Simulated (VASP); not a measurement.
The system is SnGe2.

```
Sn Ge
1.0
     0.00000    3.09064    3.09064
     3.09064    0.00000    3.09064
     3.09064    3.09064    0.00000
Sn Ge
1 2
Direct
  0.00000 0.00000 0.00000
  0.75000 0.75000 0.75000
  0.25000 0.25000 0.25000
```

The cell comes from a database or a generator and needn't be the stable form of this composition.

| Property | Result |
| --- | --- |
| Program | VASP 6.6.1 |
| Task | relaxation of cell and atoms |
| Functional | LDA |
| Potentials or basis | VASP PAW LDA potentials, release 64 (Sn_d, Ge_d) |
| Cutoff | 600 eV |
| k mesh | 6 × 6 × 6 |
| Occupations | gaussian, width 0.1 eV |
| Spin | no spin polarisation |

At the start: pressure 19.3 GPa; volume 19.68 Å³/atom.

**Question.** Where does the relaxation end?

**Answer.** Over 3 steps the energy falls by 227.4 meV/atom and the volume is 24.20 Å³/atom (+23.0 %); space group Fm-3m (No. 225, to 0.05 Å).

Step by step:
```csv
step,energy change (eV),largest force (eV/Å),pressure (GPa),volume (Å³)
1,0.0000,0.0000,19.26,59.04
2,-0.5130,0.0000,-5.53,81.65
3,-0.6823,0.0000,0.07,72.60
```

Final structure:
```
Sn Ge
1.0
     0.00000    3.31103    3.31103
     3.31103    0.00000    3.31103
     3.31103    3.31103    0.00000
Sn Ge
1 2
Direct
  0.00000 0.00000 0.00000
  0.75000 0.75000 0.75000
  0.25000 0.25000 0.25000
```

Caveat: the volume moved by over 15 % at a fixed basis, so the end points are rough.
